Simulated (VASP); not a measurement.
Output of a VASP run:

**OSZICAR**
```
       N       E                     dE             d eps       ncg     rms          rms(c)
DAV:   1     0.198585583594E+03    0.19859E+03   -0.15317E+04  1470   0.210E+03
DAV:   2    -0.191451370248E+02   -0.21773E+03   -0.20975E+03  1470   0.372E+02
DAV:   3    -0.303224284803E+02   -0.11177E+02   -0.10688E+02  1610   0.112E+02
DAV:   4    -0.305747528973E+02   -0.25232E+00   -0.25116E+00  1706   0.151E+01
DAV:   5    -0.305835504038E+02   -0.87975E-02   -0.87847E-02  1719   0.271E+00    0.216E+01
DAV:   6    -0.299933028880E+02    0.59025E+00   -0.62075E+01  1679   0.130E+02    0.169E+01
DAV:   7    -0.263740529378E+02    0.36192E+01   -0.17516E+01  1643   0.706E+01    0.440E+00
DAV:   8    -0.263145505424E+02    0.59502E-01   -0.75396E-01  1578   0.697E+00    0.150E+00
DAV:   9    -0.262947526238E+02    0.19798E-01   -0.36386E-02  1972   0.274E+00    0.576E-01
DAV:  10    -0.262920898765E+02    0.26627E-02   -0.35027E-03  1965   0.493E-01    0.237E-01
DAV:  11    -0.262916428072E+02    0.44707E-03   -0.68849E-04  2245   0.322E-01    0.551E-02
DAV:  12    -0.262916378260E+02    0.49812E-05   -0.10395E-04  1584   0.123E-01    0.156E-02
DAV:  13    -0.262916368821E+02    0.94390E-06   -0.67521E-06  1623   0.184E-02
   1 F= -.26291637E+02 E0= -.26291785E+02  d E =-.262916E+02
       N       E                     dE             d eps       ncg     rms          rms(c)
DAV:   1    -0.263057783593E+02   -0.14141E-01   -0.16644E-01  1535   0.659E+00    0.105E+00
DAV:   2    -0.263038826587E+02    0.18957E-02   -0.17731E-01  1685   0.720E+00    0.795E-01
DAV:   3    -0.262919082813E+02    0.11974E-01   -0.48595E-02  1675   0.387E+00    0.160E-01
DAV:   4    -0.262915824420E+02    0.32584E-03   -0.16745E-03  1506   0.293E-01    0.469E-02
DAV:   5    -0.262915391381E+02    0.43304E-04   -0.10332E-04  1863   0.127E-01    0.239E-02
DAV:   6    -0.262915344948E+02    0.46433E-05   -0.20944E-05  2150   0.404E-02    0.695E-03
DAV:   7    -0.262915352935E+02   -0.79863E-06   -0.16212E-06  1175   0.118E-02
   2 F= -.26291535E+02 E0= -.26291682E+02  d E =0.101589E-03
       N       E                     dE             d eps       ncg     rms          rms(c)
DAV:   1    -0.262964844131E+02   -0.49499E-02   -0.55112E-02  1510   0.378E+00    0.602E-01
DAV:   2    -0.262958074132E+02    0.67700E-03   -0.58569E-02  1688   0.415E+00    0.456E-01
DAV:   3    -0.262918938278E+02    0.39136E-02   -0.15964E-02  1665   0.222E+00    0.914E-02
DAV:   4    -0.262917848743E+02    0.10895E-03   -0.53478E-04  1506   0.168E-01    0.257E-02
DAV:   5    -0.262917729933E+02    0.11881E-04   -0.26775E-05  1819   0.628E-02    0.146E-02
DAV:   6    -0.262917705350E+02    0.24583E-05   -0.78704E-06  2083   0.259E-02    0.378E-03
DAV:   7    -0.262917704287E+02    0.10628E-06   -0.71759E-07   862   0.864E-03
   3 F= -.26291770E+02 E0= -.26291918E+02  d E =-.133547E-03
```

File OUTCAR:
```
------------------------ aborting loop because EDIFF is reached ----------------------------------------
  FORCE on cell =-STRESS in cart. coord.  units (eV):
  Direction    XX          YY          ZZ          XY          YZ          ZX
  --------------------------------------------------------------------------------------
  Total        0.0126709      0.0126709      0.0126709      0.0000000     -0.0000000     -0.0000000
  in kB        0.4894782      0.4894782      0.4894782      0.0000000     -0.0000000     -0.0000000
  external PRESSURE =       0.4894782 kB  Pullay stress =       0.0000000 kB
  volume of cell :       41.47
      direct lattice vectors                 reciprocal lattice vectors
     3.461476023  0.000000000  0.000000000     0.288894100 -0.000000000 -0.000000000
     0.000000000  3.461476023  0.000000000     0.000000000  0.288894100 -0.000000000
     0.000000000  0.000000000  3.461476023    -0.000000000 -0.000000000  0.288894100
 POSITION                                       TOTAL-FORCE (eV/Angst)
 -----------------------------------------------------------------------------------
      0.00000      0.00000      0.00000        -0.000000     -0.000000      0.000000
      0.00000      1.73074      1.73074         0.000000      0.000000      0.000000
      1.73074      0.00000      1.73074         0.000000      0.000000      0.000000
      1.73074      1.73074      0.00000        -0.000000     -0.000000      0.000000
 -----------------------------------------------------------------------------------
    total drift:                                0.000000      0.000000      0.000000
  FREE ENERGIE OF THE ION-ELECTRON SYSTEM (eV)
  ---------------------------------------------------
  free  energy   TOTEN  =       -26.2917704287 eV

  energy  without entropy=      -26.2922125531  energy(sigma->0) =      -26.29191780

 reached required accuracy - stopping structural energy minimisation
```
(Selected blocks of OUTCAR.)

### POSCAR
```
Ni3Si
1
    3.4591064442     0.0000000000     0.0000000000
    0.0000000000     3.4591064442    -0.0000000000
    0.0000000000     0.0000000000     3.4591064442
Si Ni
1 3
Direct
  0.0000000000   0.0000000000   0.0000000000
  0.0000000000   0.5000000000   0.5000000000
  0.5000000000   0.0000000000   0.5000000000
  0.5000000000   0.5000000000   0.0000000000
```

### Question
Write an INCAR and KPOINTS that could have produced this output.

### Answer
One answer among several that fit: the input of the run itself, PBEsol GGA, plane waves, VASP's PBE PAW potentials (set 64).

**INCAR**
```
# general
SYSTEM   =  Ni3Si
PREC     =  Accurate
ENCUT    =  500
LREAL    =  .FALSE.
LASPH    =  .TRUE.

# electronic loop
EDIFF    =  1E-6
NELM     =  100
ALGO     =  Normal
LMAXMIX  =  4

# smearing
ISMEAR   =  1
SIGMA    =  0.1

# functional
GGA      =  PS

# ions
IBRION   =  2
NSW      =  40
ISIF     =  3
EDIFFG   =  -0.02

# output
LWAVE    =  .FALSE.
LCHARG   =  .FALSE.
```

File KPOINTS:
```
Automatic mesh
0
Gamma
9 9 9
0 0 0
```

POTCAR, in this order: Si Ni (PBE.64 set). Program: vasp_std.

The compound is Ni3Si in the L1_2 structure. This run relaxes it. Symmetry was kept, so distortions that lower it aren't found. The run is not spin-polarised, so no magnetic state was tried.
